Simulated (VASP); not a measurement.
Method: revTPSS meta-GGA, VASP's PBE PAW potentials (set 64) (plane waves; VASP).

Input for VASP

### KPOINTS
```
kpoints
0
Gamma
7 7 7
```

### INCAR
```
! general
SYSTEM   =  NaCl
PREC     =  Accurate
ENCUT    =  520
LREAL    =  .FALSE.   ! projection in real space or not
LASPH    =  .TRUE.

! electronic loop
EDIFF    =  1E-6   ! SCF stop (eV)
NELM     =  100   ! most electronic steps
ALGO     =  Normal   ! blocked Davidson
LMIXTAU  =  .TRUE.

! smearing
ISMEAR   =  0
SIGMA    =  0.05   ! width (eV)

! functional
METAGGA  =  RTPSS

! ions
IBRION   =  2
NSW      =  60   ! most ionic steps
ISIF     =  3   ! ions, shape and volume
EDIFFG   =  -0.01

! output
LWAVE    =  .FALSE.
LCHARG   =  .FALSE.
```

**POSCAR**
```
NaCl
1.0
  0.0000000000   2.8200000000   2.8200000000
  2.8200000000   0.0000000000   2.8200000000
  2.8200000000   2.8200000000   0.0000000000
Na Cl
1 1
Cartesian
  0.0000000000   0.0000000000   0.0000000000
  2.8200000000   2.8200000000   2.8200000000
```

POTCAR, in this order: Na_pv Cl (PBE.64 set). Program: vasp_std.

The run wrote:

### OSZICAR
```
       N       E                     dE             d eps       ncg     rms          rms(c)
DAV:   1     0.108439698400E+03    0.10844E+03   -0.79235E+03   440   0.143E+03
DAV:   2     0.376203361278E+01   -0.10468E+03   -0.98092E+02   492   0.330E+02
DAV:   3    -0.629529521307E+01   -0.10057E+02   -0.99838E+01   545   0.109E+02
DAV:   4    -0.655687680761E+01   -0.26158E+00   -0.26133E+00   512   0.182E+01
DAV:   5    -0.656298649397E+01   -0.61097E-02   -0.61093E-02   615   0.287E+00    0.331E+00
DAV:   6    -0.914672733917E+01   -0.25837E+01   -0.53666E+00   440   0.354E+01    0.121E+00
DAV:   7    -0.922192450716E+01   -0.75197E-01   -0.42000E-01   509   0.113E+01    0.716E-01
DAV:   8    -0.934386602113E+01   -0.12194E+00   -0.18488E-01   461   0.549E+00    0.688E-01
DAV:   9    -0.937345609207E+01   -0.29590E-01   -0.14961E-02   476   0.174E+00    0.551E-01
DAV:  10    -0.937977754784E+01   -0.63215E-02   -0.83929E-03   452   0.113E+00    0.135E-01
DAV:  11    -0.938341153928E+01   -0.36340E-02   -0.15458E-03   518   0.460E-01    0.924E-02
DAV:  12    -0.938295419138E+01    0.45735E-03   -0.30858E-04   482   0.232E-01    0.765E-02
DAV:  13    -0.938347282942E+01   -0.51864E-03   -0.19670E-04   467   0.216E-01    0.235E-02
DAV:  14    -0.938352180000E+01   -0.48971E-04   -0.21769E-05   506   0.758E-02    0.120E-02
DAV:  15    -0.938352110800E+01    0.69200E-06   -0.30188E-06   497   0.258E-02
   1 F= -.93835211E+01 E0= -.93835211E+01  d E =-.938352E+01
       N       E                     dE             d eps       ncg     rms          rms(c)
DAV:   1    -0.938499298227E+01   -0.14712E-02   -0.34127E-02   494   0.288E+00    0.246E-01
DAV:   2    -0.938397049986E+01    0.10225E-02   -0.22905E-03   494   0.452E-01    0.101E-01
DAV:   3    -0.938378789697E+01    0.18260E-03   -0.35712E-04   497   0.262E-01    0.482E-02
DAV:   4    -0.938372529966E+01    0.62597E-04   -0.13129E-04   452   0.109E-01    0.223E-02
DAV:   5    -0.938374902349E+01   -0.23724E-04   -0.10915E-04   440   0.693E-02    0.611E-03
DAV:   6    -0.938375849613E+01   -0.94726E-05   -0.55745E-06   440   0.188E-02    0.345E-03
DAV:   7    -0.938375990869E+01   -0.14126E-05   -0.31429E-06   383   0.104E-02    0.170E-03
DAV:   8    -0.938375970197E+01    0.20673E-06   -0.10184E-07   220   0.415E-03
   2 F= -.93837597E+01 E0= -.93837597E+01  d E =-.238594E-03
       N       E                     dE             d eps       ncg     rms          rms(c)
DAV:   1    -0.939485021856E+01   -0.11090E-01   -0.30425E-01   494   0.861E+00    0.738E-01
DAV:   2    -0.938542951478E+01    0.94207E-02   -0.20353E-02   494   0.135E+00    0.301E-01
DAV:   3    -0.938388793810E+01    0.15416E-02   -0.31470E-03   497   0.780E-01    0.144E-01
DAV:   4    -0.938342497308E+01    0.46297E-03   -0.12061E-03   452   0.328E-01    0.667E-02
DAV:   5    -0.938370542769E+01   -0.28045E-03   -0.98817E-04   440   0.209E-01    0.180E-02
DAV:   6    -0.938378126959E+01   -0.75842E-04   -0.44197E-05   440   0.540E-02    0.107E-02
DAV:   7    -0.938379185033E+01   -0.10581E-04   -0.22886E-05   464   0.280E-02    0.440E-03
DAV:   8    -0.938379127340E+01    0.57694E-06   -0.52014E-07   443   0.110E-02
   3 F= -.93837913E+01 E0= -.93837913E+01  d E =-.270165E-03
       N       E                     dE             d eps       ncg     rms          rms(c)
DAV:   1    -0.938599926076E+01   -0.22074E-02   -0.56878E-02   494   0.368E+00    0.320E-01
DAV:   2    -0.938413515207E+01    0.18641E-02   -0.38543E-03   494   0.586E-01    0.131E-01
DAV:   3    -0.938387179313E+01    0.26336E-03   -0.59460E-04   500   0.339E-01    0.613E-02
DAV:   4    -0.938381770982E+01    0.54083E-04   -0.22903E-04   452   0.143E-01    0.291E-02
DAV:   5    -0.938388324796E+01   -0.65538E-04   -0.19262E-04   440   0.927E-02    0.819E-03
DAV:   6    -0.938389913478E+01   -0.15887E-04   -0.10120E-05   440   0.249E-02    0.461E-03
DAV:   7    -0.938389956285E+01   -0.42807E-06   -0.70470E-06   425   0.156E-02
   4 F= -.93838996E+01 E0= -.93838996E+01  d E =-.378455E-03
```

OUTCAR:
```
------------------------ aborting loop because EDIFF is reached ----------------------------------------
  FORCE on cell =-STRESS in cart. coord.  units (eV):
  Direction    XX          YY          ZZ          XY          YZ          ZX
  --------------------------------------------------------------------------------------
  Total        0.0030828      0.0030828      0.0030828     -0.0000000      0.0000000     -0.0000000
  in kB        0.1089093      0.1089093      0.1089093     -0.0000000      0.0000000     -0.0000000
  external PRESSURE =       0.1089093 kB  Pullay stress =       0.0000000 kB
  volume of cell :       45.35
      direct lattice vectors                 reciprocal lattice vectors
     0.000000000  2.830436277  2.830436277    -0.176651212  0.176651212  0.176651212
     2.830436277  0.000000000  2.830436277     0.176651212 -0.176651212  0.176651212
     2.830436277  2.830436277  0.000000000     0.176651212  0.176651212 -0.176651212
  FREE ENERGIE OF THE ION-ELECTRON SYSTEM (eV)
  ---------------------------------------------------
  free  energy   TOTEN  =        -9.3838995629 eV

  energy  without entropy=       -9.3838995629  energy(sigma->0) =       -9.38389956

 reached required accuracy - stopping structural energy minimisation
```
(Selected blocks of OUTCAR.)

File CONTCAR:
```
NaCl
   1.00000000000000
     0.0000000000000000    2.8304362766445506    2.8304362766445506
     2.8304362766445506    0.0000000000000000    2.8304362766445506
     2.8304362766445506    2.8304362766445506    0.0000000000000000
  Na              Cl
     1     1
Direct
     0.0000000000000000    0.0000000000000000    0.0000000000000000
     0.5000000000000000    0.5000000000000000    0.5000000000000000
```

The compound is NaCl in the rock salt structure. This run relaxes it. Symmetry was kept, so distortions that lower it aren't found.
